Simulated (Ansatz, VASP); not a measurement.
# B3Ru2 (B3Ru2 (P6_3/mmc)): VASP beside Ansatz, part 2 of 2

One calculation is typed for both programs; each brings its own data sets. How far apart do they land? The cell is taken from a series of runs on this material, whose earlier steps may have relaxed, scaled, displaced or heated it; both programs get it as it stands.

VASP 6.6.1 and Ansatz 0.2.0.

So far: The starting structure; VASP: relaxation of cell and atoms, r2SCAN.

### 3. Ansatz: relaxation of cell and atoms, r2SCAN

Level of this step: Ansatz beside VASP: Kohn-Sham DFT, plane waves, r2SCAN (Ansatz).

Ansatz runs on its PAW soft_1 files.

The same cell, functional, mesh and smearing now go to Ansatz.

Input file input.yaml:

```yaml
crystal:
  lattice:
    - [2.9099937, 0.0, 0.0]
    - [-1.4549969, 2.5201285, 0.0]
    - [0.0, 0.0, 12.7809262]
  atoms:
    - { symbol: B, position: [0.66666667, 0.33333333, 0.25] }
    - { symbol: B, position: [0.33333333, 0.66666667, 0.75] }
    - { symbol: B, position: [0.33333333, 0.66666667, 0.53056007] }
    - { symbol: B, position: [0.66666667, 0.33333333, 0.03056007] }
    - { symbol: B, position: [0.33333333, 0.66666667, 0.96943993] }
    - { symbol: B, position: [0.66666667, 0.33333333, 0.46943993] }
    - { symbol: Ru, position: [0.33333333, 0.66666667, 0.36006491] }
    - { symbol: Ru, position: [0.66666667, 0.33333333, 0.86006491] }
    - { symbol: Ru, position: [0.66666667, 0.33333333, 0.63993509] }
    - { symbol: Ru, position: [0.33333333, 0.66666667, 0.13993509] }
basis:
  ecutwfc: 500
  xc_grid: 2
hamiltonian:
  xc: r2scan
  pseudopotentials: { kind: paw, azcp: { folder: soft_1 } }
kpoints:
  mp_grid: { grid: [15, 15, 3] }
scf:
  occupations: { method: fermi_dirac, width: 0.05 }
  max_iter: 150
output:
  forces: true
  stress: true
relax:
  f_tol: 0.01
  max_steps: 60
  cell: {}
checkpoint:
  write: "../r2scan.run"
  compress: false
  write_wavefunctions: false
  write_every: 100000
```

Launch:

```bash
$ ansatz run input.yaml --threads 4 --pin off --max-ram 6594MiB --backend cpu --events-out ev --progress --plain --runs-dir out
```

Numbers of over 12 decimals in the logs are rounded to 6 here.

Log:

```text
Engine: ansatz 0.2.0, x86_64-unknown-linux-gnu
Pseudopotentials: kind: paw
Pseudopotential: B, paw, valence charge 3, recommended cutoff 500 eV (meta_gga), soft_1/B.paw.azcp
Pseudopotential: Ru, paw, valence charge 16, recommended cutoff 500 eV (meta_gga), soft_1/Ru.paw.azcp
Functional definition: r2SCAN
  parameter k0 = 0.174
  parameter k1 = 0.065
  parameter a1 = 4.9479
  exchange = r2scan_x(k0 = k0, k1 = k1, a1 = a1)
  correlation = r2scan_c
Crystal: 10 atoms, lattice volume = 93.730 Å³
Basis set: ecut = 500 eV, 2387 PW (Γ), exchange–correlation on 48×48×192 points (8 copies of the dense FFT grid, shifted against one another)
Bands: 51, of which v1, the nominal top of the filled ones, is band 41 counted from 1 (40 counted from 0)
Symmetry: 24 space group operations
Space group: P63/mmc (ITA 194), of the structure as read, at distance tolerance 4.5e-5 Å
k-points: 54 of 675
Non-local potential: B, projectors of the file, l = 0: 2, l = 1: 2, l = 2: 1
Non-local potential: Ru, projectors of the file, l = 0: 3, l = 1: 2, l = 2: 2, l = 3: 1
PAW form: soft (Blöchl's): semilocal exchange-correlation on the pseudo side does not see the compensation charge
PAW frozen core: B, regenerated for the run's functional (the file was generated under x = pbe(κ = 0.804, μ = 0.219515), c = pbe(β = 0.066725))
PAW frozen core: Ru, regenerated for the run's functional (the file was generated under x = pbe(κ = 0.804, μ = 0.219515), c = pbe(β = 0.066725))
PAW one-centre angular grid: B, 302 points (default); XC on 223 of its mesh's 2233 points in the sphere
PAW one-centre angular grid: Ru, 590 points (default); XC on 160 Gauss nodes
Initial density: superposition of atomic densities (chi_scale 0.1, normalization cell, long waves kept (reshape's long-wave potential 0.04 eV rms))
Initial wavefunctions: pseudopotential atomic-orbital guess
Functional: x = r2scan, c = r2scan; τ floored in thin density (d = 2e-4 eV/Å³)
SCF iter   1: F=—  HF=-24514.429450 eV  |F-HF|=—  |Δ(HF+E_count)|=         —  Δρ=1.82e-1  dr2=4.77e1  dr2_τ=2.66e0  ethr=3.10e-3  ⟨swp⟩=6.1  Hψ=10213  notcnv=0  defer=13
preconditioner: auto → Kerker (q_TF=auto, 2.668 Å⁻¹)  [metal: Δε(μ)=0.104 eV  Ē_g=8.687 eV  σ=0.050 eV  W_gap=0.47  n_scr=28 (ndim 8)  ℏωp=27.1 eV  f_vac=0.000  D(μ)=1.47/eV (n_scr^D=6)]
SCF iter   2: F=—  HF=-24505.761006 eV  |F-HF|=—  |Δ(HF+E_count)|=    8.67e0  Δρ=4.02e-2  dr2=2.02e0  dr2_τ=1.17e0  ethr=3.10e-3  ⟨swp⟩=3.1  Hψ=6421  notcnv=0  defer=80
SCF iter   3: F=—  HF=-24505.815392 eV  |F-HF|=—  |Δ(HF+E_count)|=   5.44e-2  Δρ=2.04e-2  dr2=3.72e-1  dr2_τ=1.52e-2  ethr=2.47e-3  ⟨swp⟩=2.0  Hψ=3596  notcnv=0  defer=141
SCF iter   4: F=—  HF=-24505.862286 eV  |F-HF|=—  |Δ(HF+E_count)|=   4.69e-2  Δρ=4.16e-3  dr2=1.83e-2  dr2_τ=9.20e-4  ethr=4.54e-4  ⟨swp⟩=2.8  Hψ=4760  notcnv=0  defer=141
SCF iter   5: F=—  HF=-24505.864513 eV  |F-HF|=—  |Δ(HF+E_count)|=   2.23e-3  Δρ=1.42e-3  dr2=3.13e-3  dr2_τ=1.95e-4  ethr=2.23e-5  ⟨swp⟩=2.0  Hψ=4268  notcnv=0  defer=141
SCF iter   6: F=—  HF=-24505.864244 eV  |F-HF|=—  |Δ(HF+E_count)|=   2.70e-4  Δρ=3.25e-4  dr2=1.36e-4  dr2_τ=2.15e-6  ethr=3.81e-6  ⟨swp⟩=2.0  Hψ=3506  notcnv=0  defer=87
automatic band count: iteration 6 solves 50 bands in place of 51: the levels show a gap, and the empty bands left out lie too high to hold charge; the band table lists the bands solved (type scf.n_extra_bands for more)
SCF iter   7: F=—  HF=-24505.864278 eV  |F-HF|=—  |Δ(HF+E_count)|=   3.40e-5  Δρ=6.39e-5  dr2=4.34e-6  dr2_τ=2.17e-7  ethr=1.65e-7  ⟨swp⟩=2.0  Hψ=3821  notcnv=0  defer=87
SCF iter   8: F=—  HF=-24505.864278 eV  |F-HF|=—  |Δ(HF+E_count)|=   5.68e-8  Δρ=1.63e-5  dr2=3.46e-7  dr2_τ=2.57e-8  ethr=5.30e-9  ⟨swp⟩=2.0  Hψ=4050  notcnv=0  defer=87
SCF iter   9: F=-24505.864278 eV  HF=-24505.864278 eV  |F-HF|=2.37e-8  |Δ(HF+E_count)|=   3.45e-8  Δρ=5.42e-6  dr2=4.23e-8  dr2_τ=1.35e-9  ethr=1.22e-10  ⟨swp⟩=4.0  Hψ=8672  notcnv=0
SCF 1 converged in 9 iterations: F = -24505.864278 eV  dr2 = 4.23e-8
  greatest PAW one-centre occupation: 0.999 electrons in one spin orbital (limit 2), on the Ru atom at site 8 (counted from 0), in its partial waves of l = 1
relax step   1: F+E_penalty+E_count = -24505.86427777 eV  Δ(F+E_penalty+E_count) = +0.000e0 eV  max|allowed force component| = 4.438e-2 eV/Å  Δτ_max = 0.0000 Å  P = -0.499 GPa  Ω = 93.730 Å³  (9 SCF iters, dr2 threshold 1.00e-7 eV, accepted)
[...]
relax step   3: F+E_penalty+E_count = -24505.86474937 eV  Δ(F+E_penalty+E_count) = -4.382e-5 eV  max|allowed force component| = 1.056e-2 eV/Å  Δτ_max = 0.0005 Å  P = +0.053 GPa  Ω = 93.571 Å³  energy of the carried Pulay correction = +4.474e-5 eV  (4 SCF iters, dr2 threshold 3.09e-8 eV, accepted)
[...]
relax step   4: F+E_penalty+E_count = -24505.86474857 eV  Δ(F+E_penalty+E_count) = +8.053e-7 eV  max|allowed force component| = 4.192e-3 eV/Å  Δτ_max = 0.0008 Å  P = -0.033 GPa  Ω = 93.604 Å³  energy of the carried Pulay correction = +3.553e-5 eV  (5 SCF iters, dr2 threshold 1.02e-8 eV, accepted)
[...]
relax step   5: F+E_penalty+E_count = -24505.86476039 eV  Δ(F+E_penalty+E_count) = -1.182e-5 eV  max|allowed force component| = 9.480e-5 eV/Å  Δτ_max = 0.0003 Å  P = -0.000 GPa  Ω = 93.590 Å³  energy of the carried Pulay correction = +3.944e-5 eV  (4 SCF iters, dr2 threshold 1.04e-8 eV, accepted)
[...]
relax step   6: F+E_penalty+E_count = -24505.86471963 eV  Δ(F+E_penalty+E_count) = +4.076e-5 eV  max|allowed force component| = 8.883e-5 eV/Å  Δτ_max = 0.0000 Å  P = -0.001 GPa  Ω = 93.590 Å³  stress off target by 1.15e-3 GPa  SCF on the basis re-selected at this cell (its energy is not comparable with the rows above)  (4 SCF iters)
basis re-selected at this cell: Δ(F+E_penalty+E_count) = +4.076e-5 eV, ΔP = -0.000 GPa vs the last step (what re-selecting the basis moved, of the pressure what is left beyond the Pulay correction that the steps carried, after the strain that the cell walked since its last selection, with what the two solves' SCF thresholds leave and, on support functions, any second-order correction that the steps lacked; it is no m [...]
SCF converged after 4 iterations
Free energy (F): -24505.864720 eV
Harris-Foulkes:  -24505.864720 eV  (|F-HF|=0.00e0)
Internal energy: -24505.849327 eV  (E = F + TS)
E sigma→0 (E₀):  -24505.857023 eV
Entropy (-TS):   -0.015393 eV (-1.539 meV/atom)
Fermi energy:    18.406184 eV
--- Per-component energies (eV) ---
  E_band       = -432.225967
  E_kinetic    = 2139.864848
  E_local      = -6542.584394  (includes V_loc(G=0)·N_el)
  E_nonlocal   = 1695.219321
  E_hartree    = 2301.538623
  E_xc         = -848.978728
  E_vxc        = -1213.694145  (∫ρ·V_xc dr)
  E_paw        = -14558.133266  (= ΣΔE_a)
  E_vpaw       = -1196.054285  (= ΣTr[D̂ρ^β])
  E_aug_tail   = 0.002452  (compensation charges beyond the density's cutoff)
  E_vtau       = 81.942651  (kinetic-family band-sum trace: ∫τ·v_τ [+ j·A + Jᵃ·Aᵃ] dr)
  E_ewald      = -8691.423720
  E_core_change = -1.354462  (= ΣΔE_core)
  E_smearing   = -0.015393  (= −TS)
  E_closure    = 0.000000  (closes the sum)
  Σ components = -24505.864720   (vs F -24505.864720, Δ=0.00e0)
--- Forces (eV/Å), atoms counted from 1 ---
  atom   1  B      0.00000000     0.00000000     0.00000000
  atom   2  B     -0.00000000     0.00000000    -0.00000000
  atom   3  B      0.00000000    -0.00000000    -0.00008883
  atom   4  B     -0.00000000     0.00000000    -0.00008883
  atom   5  B      0.00000000    -0.00000000     0.00008883
  atom   6  B     -0.00000000    -0.00000000     0.00008883
  atom   7  Ru     0.00000000    -0.00000000    -0.00002695
  atom   8  Ru    -0.00000000     0.00000000    -0.00002695
  atom   9  Ru     0.00000000     0.00000000     0.00002695
  atom  10  Ru    -0.00000000     0.00000000     0.00002695
  max |Σ_I F_I| component: 5.78e-18 eV/Å
--- Stress (GPa, compression-positive) ---
       -0.001153      -0.000000       0.000000
       -0.000000      -0.001153       0.000000
        0.000000       0.000000       0.000642
  P = ⅓ Tr σ = -0.0006 GPa (-0.006 kbar)
--- Relaxed structure (5 steps of the walk, 5 accepted, 1 SCFs on fresh bases) ---
  F+E_penalty+E_count = -24505.86471963 eV   max|allowed force component| = 8.883e-5 eV/Å   (the final SCF, on the basis selected at the relaxed cell)
  cell:  # Å, volume = 93.5898 Å³
    - [2.908894, 2.885660448830449e-8, 0]
    - [-1.454447, 2.519176, 0]
    - [0, 0, 12.771500]
  atoms:
    - { symbol: B, position: [0.666667, 0.333333, 0.250000] }
    - { symbol: B, position: [0.333333, 0.666667, 0.750000] }
    - { symbol: B, position: [0.333333, 0.666667, 0.530741] }
    - { symbol: B, position: [0.666667, 0.333333, 0.030741] }
    - { symbol: B, position: [0.333333, 0.666667, 0.969259] }
    - { symbol: B, position: [0.666667, 0.333333, 0.469259] }
    - { symbol: Ru, position: [0.333333, 0.666667, 0.360039] }
    - { symbol: Ru, position: [0.666667, 0.333333, 0.860039] }
    - { symbol: Ru, position: [0.666667, 0.333333, 0.639961] }
    - { symbol: Ru, position: [0.333333, 0.666667, 0.139961] }
```

Reading the cycles: dr2 is the Hartree energy of the density residual (eV), the measure of convergence; HF is the Harris–Foulkes estimate of the energy, which meets the free energy F at convergence.

### 4. Side by side

Known differences besides the potentials themselves: VASP keeps PBE cores, Ansatz makes them for the functional; the data sets hold 82 valence electrons in Ansatz (on its PAW soft_1 files) and 74 in VASP; the cutoff is 500 eV in Ansatz and 550 eV in VASP; Ansatz adds a Pulay correction to the stress that steers its cell, VASP none. Total energies have different zeros and are not compared.

The two programs side by side:

| quantity | Ansatz | VASP | difference |
| --- | --- | --- | --- |
| volume (Å³) | 93.59 | 93.70 | -0.12 % |
| edge a after relaxation, in the typed setting (Å) | 2.909 | 2.910 | -0.05 % |
| edge c after relaxation, in the typed setting (Å) | 12.771 | 12.773 | -0.01 % |

### 5. What came out

```yaml
difference_in_volume_relaxation_of_cell_and_atoms_r2scan: -0.12 %
```

What this shows: The difference in volume is -0.12 % (relaxation of cell and atoms, r2SCAN), within the 1.2 % picked in this series as the mark of a large difference, as far as the stopping tolerances let one tell. The data sets hold unlike numbers of valence electrons (82 in Ansatz and 74 in VASP), so part of the differences may come from the potentials. Such differences can come from data sets, numerical settings and the points named under the comparisons, not from the functional's error against experiment.

[Lines on the potential files, build, host, timing and source positions are cut from VASP's logs without a mark.]

[Logs are printed without paths, hosts, clocks, repeated set-up lines and the standing remarks that a program may print on its own settings, such as how far it seeks lower states.]

[Hosts, paths, dates, database ids (printed as entryN), source tags and the programs' standing remarks are cut or masked in the printed files.]
